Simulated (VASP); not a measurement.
Input:

```
CELL_PARAMETERS angstrom
      0.00000     2.44383     2.44383
      2.44383     0.00000     2.44383
      2.44383     2.44383     0.00000
ATOMIC_POSITIONS crystal
  Gd 0.00000 0.00000 0.00000
  N  0.50000 0.50000 0.50000
```

Level of theory: PBE GGA with D3 dispersion (Becke-Johnson damping), VASP's PBE PAW potentials (set 64) (plane waves; VASP). Run with 520 eV cut-off, 13×13×13 Γ-centred mesh, first-order Methfessel-Paxton smearing of 0.10 eV, potentials Gd_3 N.

The 4f electrons are frozen in the core of the lanthanide potential, so 4f levels, which can set the real gap, and their magnetism are missing.

**Question.** Give the stress tensor in GPa (positive for a compressed cell).

**Answer.** 
```
5.29  0.00  0.00
0.00  5.29  0.00
0.00  0.00  5.29
```
The pressure is its mean diagonal, 5.29 GPa.

The compound is GdN in the rock salt structure. This cell is one point of a volume scan, at 0.97 of the reference volume.
